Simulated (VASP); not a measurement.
# Nb2SiO2 (I4/mmm) in VASP: relaxation of cell and atoms with PBE

Aim: the relaxation of cell and atoms of Nb2SiO2 with PBE.

Everything below comes from runs of VASP 6.6.1. Logs are shortened: lines on timing, memory, paths and dates and some standing lists are left out, and cuts for length are marked.

## Step 1: The crystal as given

Symmetry: I4/mmm, No. 139, tetragonal system. The conventional cell has a = 2.906 Å, b = 2.906 Å, c = 13.968 Å, α = 90.00°, β = 90.00°, γ = 90.00°. Nb (site symmetry 4mm) has 5 O at 2.22 to 2.29 Å as nearest neighbours. Si (site symmetry 4/mmm) is surrounded by 2 O at 2.77 Å and 8 Nb at 2.82 Å and 4 Si at 2.91 Å. O (site symmetry 4mm) is surrounded by 5 Nb at 2.22 to 2.29 Å and 4 O at 2.51 Å.

The cell was built by a generator and needn't be a form met in nature.

## Step 2: Relaxation of cell and atoms, PBE

Contents of INCAR:

```
PREC = Accurate
ENCUT = 520
EDIFF = 1E-6
ISMEAR = 0
SIGMA = 0.1
LREAL = False
LASPH = True
NELM = 120
ALGO = Normal
ISIF = 3
LWAVE = False
LCHARG = False
GGA = PE
IBRION = 2
NSW = 90
EDIFFG = -0.01
KPAR = 4
```

Contents of KPOINTS:

```
Automatic mesh
0
Gamma
  14 14 14
```

Contents of POSCAR:

```
Nb2SiO2
1.0
   -1.4530000000      1.4530000000      6.9840000000
    1.4530000000     -1.4530000000      6.9840000000
    1.4530000000      1.4530000000     -6.9840000000
Nb Si O
2 1 2
Direct
    0.1380297800      0.1380297800      0.0000000000
    0.8619702200      0.8619702200      0.0000000000
    0.5000000000      0.5000000000      0.0000000000
    0.6983104200      0.6983104200      0.0000000000
    0.3016895800      0.3016895800      0.0000000000
```

Potentials or basis: VASP PAW PBE potentials, release 64 (Nb_sv, Si, O).

Started as:

```console
$ cat potpaw_PBE.64/Nb_sv/POTCAR potpaw_PBE.64/Si/POTCAR potpaw_PBE.64/O/POTCAR > POTCAR
$ mpirun -np 4 vasp_std > vasp.out
```

OUTCAR:

```text
PREC = Accurate
   ENCUT = 520
   EDIFF = 1E-6
   ISMEAR = 0
   LREAL = False
   LASPH = True
   NELM = 120
   ISIF = 3
   GGA = PE
   IBRION = 2
   NSW = 90
   EDIFFG = -0.01

 ion  position               nearest neighbor table
   1  0.138  0.138  0.000-   4 2.22   4 2.22   4 2.22   4 2.22   5 2.29   3 2.82   3 2.82   3 2.82
                             3 2.82
   2  0.862  0.862  0.000-   5 2.22   5 2.22   5 2.22   5 2.22   4 2.29   3 2.82   3 2.82   3 2.82
                             3 2.82
   3  0.500  0.500  0.000-   1 2.82   1 2.82   1 2.82   2 2.82   1 2.82   2 2.82   2 2.82   2 2.82

   4  0.698  0.698  0.000-   1 2.22   1 2.22   1 2.22   1 2.22   2 2.29
   5  0.302  0.302  0.000-   2 2.22   2 2.22   2 2.22   2 2.22   1 2.29

  LATTYP: Found a body centered tetragonal cell.
 ALAT       =     2.9060000000
 C/A-ratio  =     4.8066070200

  Lattice vectors:

 A1 = (  -1.4530000000,   1.4530000000,   6.9840000000)
 A2 = (   1.4530000000,  -1.4530000000,   6.9840000000)
 A3 = (   1.4530000000,   1.4530000000,  -6.9840000000)

Analysis of symmetry for initial positions (statically):
=====================================================================
 Subroutine PRICEL returns:
 Original cell was already a primitive cell.

 Routine SETGRP: Setting up the symmetry group for a
 body centered tetragonal supercell.

 Subroutine GETGRP returns: Found 16 space group operations
 (whereof 16 operations were pure point group operations)
 out of a pool of 16 trial point group operations.

The static configuration has the point symmetry D_4h.

Analysis of symmetry for dynamics (positions and initial velocities):
=====================================================================
 Subroutine PRICEL returns:
 Original cell was already a primitive cell.

 Routine SETGRP: Setting up the symmetry group for a
 body centered tetragonal supercell.

 Subroutine GETGRP returns: Found 16 space group operations
 (whereof 16 operations were pure point group operations)
 out of a pool of 16 trial point group operations.

The dynamic configuration has the point symmetry D_4h.

 Subroutine INISYM returns: Found 16 space group operations
 (whereof 16 operations are pure point group operations),
 and found     1 'primitive' translations

----------------------------------------------------------------------------------------

                                     Primitive cell

  volume of cell :      58.9787

  direct lattice vectors                    reciprocal lattice vectors
    -1.453000000  1.453000000  6.984000000     0.000000000  0.344115623  0.071592211
     1.453000000 -1.453000000  6.984000000     0.344115623  0.000000000  0.071592211
     1.453000000  1.453000000 -6.984000000     0.344115623  0.344115623  0.000000000

  length of vectors
     7.280018819  7.280018819  7.280018819     0.351484006  0.351484006  0.486652981

  position of ions in fractional coordinates (direct lattice)
     0.138029780  0.138029780  0.000000000
     0.861970220  0.861970220  0.000000000
     0.500000000  0.500000000  0.000000000
     0.698310420  0.698310420  0.000000000
     0.301689580  0.301689580  0.000000000

  ion indices of the primitive-cell ions
   primitive index   ion index
                 1           1
                 2           2
                 3           3
                 4           4
                 5           5

----------------------------------------------------------------------------------------

 KPOINTS: Automatic mesh

Automatic generation of k-mesh.
 Grid dimensions read from file:
 generate k-points for:   14   14   14

 Generating k-lattice:

  Cartesian coordinates                     Fractional coordinates (reciprocal lattice)
     0.000000000  0.024579687  0.005113729     0.071428571 -0.000000000  0.000000000
     0.024579687  0.000000000  0.005113729    -0.000000000  0.071428571  0.000000000
     0.024579687  0.024579687  0.000000000     0.000000000  0.000000000  0.071428571

  Length of vectors
     0.025106000  0.025106000  0.034760927

  Shift w.r.t. Gamma in fractional coordinates (k-lattice)
     0.000000000  0.000000000  0.000000000

 Subroutine IBZKPT returns following result:
 ===========================================

 Found    244 irreducible k-points:

 Following reciprocal coordinates:
            Coordinates               Weight
  0.000000  0.000000  0.000000      1.000000
  0.071429  0.000000  0.000000      8.000000
  0.142857 -0.000000  0.000000      8.000000
  0.214286 -0.000000  0.000000      8.000000
  0.285714  0.000000  0.000000      8.000000
  0.357143 -0.000000  0.000000      8.000000
[... 16 lines left out ...]
  0.214286  0.142857  0.000000     16.000000
  0.285714  0.142857  0.000000     16.000000
 [... further k-points ...]
   k-points           NKPTS =    244   k-points in BZ     NKDIM =    244   number of bands    NBANDS=     25
   number of dos      NEDOS =    301   number of ions     NIONS =      5
   total plane-waves  NPLWV = 157464
   dimension x,y,z NGX =    54 NGY =   54 NGZ =   54
   dimension x,y,z NGXF=   108 NGYF=  108 NGZF=  108
   ions per type =               2   1   2
   NGX,Y,Z   is equivalent  to a cutoff of  12.33, 12.33, 12.33 a.u.
   NGXF,Y,Z  is equivalent  to a cutoff of  24.66, 24.66, 24.66 a.u.
 SYSTEM =  unknown system
   PREC   = accura    normal or accurate (medium, high low for compatibility)
   ISTART =      0    job   : 0-new  1-cont  2-samecut
   ICHARG =      2    charge: 1-file 2-atom 10-const
   ISPIN  =      1    spin polarized calculation?
   LNONCOLLINEAR =      F non collinear calculations
   LSORBIT =      F    spin-orbit coupling
   LASPH  =      T    aspherical Exc in radial PAW
   ENCUT  =  520.0 eV  38.22 Ry    6.18 a.u.  13.54 13.54 13.54*2*pi/ulx,y,z
   NELM   =    120;   NELMIN=  2; NELMDL= -5     # of ELM steps
   EDIFF  = 0.1E-05   stopping-criterion for ELM
   LREAL  =      F    real-space projection
   EDIFFG = -.1E-01   stopping-criterion for IOM
   NSW    =     90    number of steps for IOM
   IBRION =      2    ionic relax: 0-MD 1-quasi-New 2-CG
   NFREE  =      1    steps in history (QN), initial steepest desc. (CG)
   ISIF   =      3    stress and relaxation
   ISYM   =      2    0-nonsym 1-usesym 2-fastsym
   POTIM  = 0.5000    time-step for ionic-motion
   TEBEG  =    0.0;   TEEND  =   0.0 temperature during run
   PSTRESS=    0.0 pullay stress
   NELECT =      42.0000    total number of electrons
   NUPDOWN=      -1.0000    fix difference up-down
   EMIN   =  10.00;   EMAX   =-10.00  energy-range for DOS
   EFERMI =   0.00;   METHOD = LEGACY
   ISMEAR =     0;   SIGMA  =   0.10  broadening in eV -4-tet -1-fermi 0-gaus
   EFERMI_NEDOS =   21; number of points for ismear=-14 and -15
   IALGO  =     38    algorithm
   IMIX   =      4    mixing-type and parameters
     AMIX     =   0.40;   BMIX     =  1.00
     AMIX_MAG =   1.60;   BMIX_MAG =  1.00
  volume/ion in A,a.u.               =      11.80        79.60
  Fermi-wavevector in a.u.,A,eV,Ry     =   1.461928  2.762644 29.078844  2.137235
  Thomas-Fermi vector in A             =   2.578202
   LORBIT       =      0    0 simple, 1 ext, 2 COOP (PROOUT), +10 PAW based schemes
   GGA     = PE    functional components
   LHFCALC =     F    Hartree Fock is set to
   AEXX    =    0.0000 exact exchange contribution
   IVDW    =     0    specifies the selected vdW correction
   LEPSILON=     F    determine dielectric tensor
   LRPA    =     F    only Hartree local field effects (RPA)
 conjugate gradient relaxation of ions
 non-spin polarized calculation
 Gauss-broadening in eV      SIGMA  =   0.10
  energy-cutoff  :      520.00
  volume of cell :       58.98
 maximum number of plane-waves:      1621
   NGX = 27   NGY = 27   NGZ = 27

--------------------------------------- Ionic step        1  -------------------------------------------

 number of electron      42.0000002 magnetization

 Free energy of the ion-electron system (eV)
  ---------------------------------------------------
  ext. energy  EPLUGINS =         0.00000000
  ---------------------------------------------------
  free energy    TOTEN  =       -42.65421846 eV

  energy without entropy =      -42.64195638  energy(sigma->0) =      -42.64808742

------------------------ aborting loop because EDIFF is reached ----------------------------------------

  FORCE on cell =-STRESS in cart. coord.  units (eV):
  Direction    XX          YY          ZZ          XY          YZ          ZX
  --------------------------------------------------------------------------------------
  -------------------------------------------------------------------------------------
  Total       -0.3854456     -0.3854456      2.2943758      0.0000000      0.0000000     -0.0000000
  in kB      -10.4707615    -10.4707615     62.3274966      0.0000000      0.0000000     -0.0000000
  external PRESSURE =      13.7953246 kB  Pullay stress =       0.0000000 kB

 VOLUME and BASIS-vectors are now :
 -----------------------------------------------------------------------------
  energy-cutoff  :      520.00
  volume of cell :       58.98
      direct lattice vectors                 reciprocal lattice vectors
    -1.453000000  1.453000000  6.984000000     0.000000000  0.344115623  0.071592211
     1.453000000 -1.453000000  6.984000000     0.344115623  0.000000000  0.071592211
     1.453000000  1.453000000 -6.984000000     0.344115623  0.344115623  0.000000000
[... 274 lines left out ...]
 POSITION                                       TOTAL-FORCE (eV/Angst)
 -----------------------------------------------------------------------------------
      0.00000      0.00000      1.97636        -0.000000     -0.000000     -0.016815
      0.00000      0.00000     12.36770        -0.000000     -0.000000      0.016815
      1.44091      1.44091      0.00000        -0.000000     -0.000000     -0.000000
      0.00000      0.00000      9.99598         0.000000      0.000000      0.013908
      1.44091      1.44091     -2.82395         0.000000      0.000000     -0.013908
 -----------------------------------------------------------------------------------
    total drift:                               -0.000000     -0.000000      0.000000

  FREE ENERGIE OF THE ION-ELECTRON SYSTEM (eV)
  ---------------------------------------------------
  free  energy   TOTEN  =       -42.6870540086 eV

  energy  without entropy=      -42.6755715472  energy(sigma->0) =      -42.68131278

--------------------------------------- Ionic step        9  -------------------------------------------

 number of electron      42.0000005 magnetization

 Free energy of the ion-electron system (eV)
  ---------------------------------------------------
  ext. energy  EPLUGINS =         0.00000000
  ---------------------------------------------------
  free energy    TOTEN  =       -42.68708302 eV

  energy without entropy =      -42.67550611  energy(sigma->0) =      -42.68129457

 E-fermi :  11.4616     XC(G=0): -12.5357

 val. band max:       11.4611441585   @ k =  -0.4286   0.2857   0.0714
 cond. band min:      11.4638608119   @ k =   0.3571   0.2143   0.0714
 fundamental gap:      0.0027166534
 Fermi energy:        11.4616425918

 k-point     1 :       0.0000    0.0000    0.0000
  band No.  band energies     occupation
      1     -44.3887      2.00000
      2     -44.3803      2.00000
      3     -20.6447      2.00000
      4     -20.4558      2.00000
      5     -19.9996      2.00000
      6     -19.9996      2.00000
[... 17 lines left out ...]
     24      13.2655      0.00000
     25      14.0345      0.00000
[... 621 lines left out ...]
      3     -20.6406      2.00000
      4     -20.6104      2.00000
      5     -20.4518      2.00000
      6     -20.3838      2.00000
[... 17 lines left out ...]
     24      13.3328      0.00000
     25      13.6764      0.00000

 [... further k-points ...]
[... 5 lines left out ...]
  --------------------------------------------------------------------------------------
  -------------------------------------------------------------------------------------
  Total       -0.0493935     -0.0493935     -0.0364775      0.0000000      0.0000000     -0.0000000
  in kB       -1.3278338     -1.3278338     -0.9806155      0.0000000      0.0000000     -0.0000000
  external PRESSURE =      -1.2120943 kB  Pullay stress =       0.0000000 kB

 VOLUME and BASIS-vectors are now :
 -----------------------------------------------------------------------------
  energy-cutoff  :      520.00
  volume of cell :       59.60
      direct lattice vectors                 reciprocal lattice vectors
    -1.440767760  1.440767760  7.177760287     0.000000000  0.347037194  0.069659612
     1.440767760 -1.440767760  7.177760287     0.347037194  0.000000000  0.069659612
     1.440767760  1.440767760 -7.177760287     0.347037194  0.347037194  0.000000000

 POSITION                                       TOTAL-FORCE (eV/Angst)
 -----------------------------------------------------------------------------------
      0.00000      0.00000      1.97669        -0.000000     -0.000000      0.006188
      0.00000      0.00000     12.37883         0.000000      0.000000     -0.006188
      0.00000      0.00000      7.17776        -0.000000     -0.000000      0.000000
      0.00000      0.00000     10.00455         0.000000      0.000000     -0.007776
      0.00000      0.00000      4.35097        -0.000000     -0.000000      0.007776
 -----------------------------------------------------------------------------------
    total drift:                                0.000000     -0.000000      0.000000

  FREE ENERGIE OF THE ION-ELECTRON SYSTEM (eV)
  ---------------------------------------------------
  free  energy   TOTEN  =       -42.6870830223 eV

  energy  without entropy=      -42.6755061120  energy(sigma->0) =      -42.68129457

 reached required accuracy - stopping structural energy minimisation
```

Wall time 32 min (4 MPI ranks of Intel Xeon Platinum 8488C (Sapphire Rapids), shared host); peak memory 0.65 GiB.

Results:

```yaml
Free_energy: -42.6871 eV
Relaxed_volume: 11.92 Å³/atom
Relaxed_cell: a = 7.461 Å, b = 7.461 Å, c = 7.461 Å, α = 157.73°, β = 157.73°, γ = 31.70°
Space_group_after_relaxing_to_0.05_Å: I4/mmm (No. 139)
Energy_gained_by_relaxing: 6.6 meV/atom
Ionic_steps: 9
Pressure_after_relaxing: -0.1 GPa
Largest_force_after_relaxing: 0.008 eV/Å
Band_gap_on_the_k_mesh: none (metal or under the smearing width)
```

Forces in eV/Å, atoms in the order of the input:
```
Nb   0.000  0.000  0.006
Nb   0.000  0.000 -0.006
Si   0.000  0.000  0.000
O    0.000  0.000 -0.008
O    0.000  0.000  0.008
```

Step by step:
```
step  energy change (eV)  largest force (eV/Å)  pressure (GPa)  volume (Å³)
   1              0.0000                0.0937            1.38        58.98
   2             -0.0276                0.1379           -1.39        59.84
   3             -0.0277                0.1438           -1.48        59.87
   4             -0.0273                0.1830            1.97        59.10
   5             -0.0307                0.0915            0.20        59.49
   6             -0.0318                0.0577            0.14        59.51
   7             -0.0328                0.0189            0.05        59.56
   8             -0.0328                0.0168            0.04        59.56
   9             -0.0329                0.0078           -0.12        59.60
```

Final structure:
```
Nb Si O
1.0
    -1.44077    1.44077    7.17776
     1.44077   -1.44077    7.17776
     1.44077    1.44077   -7.17776
Nb Si O
2 1 2
Cartesian
  0.0000 0.0000 1.9767
  0.0000 0.0000 12.3788
  0.0000 0.0000 7.1778
  0.0000 0.0000 10.0046
  0.0000 0.0000 4.3510
```
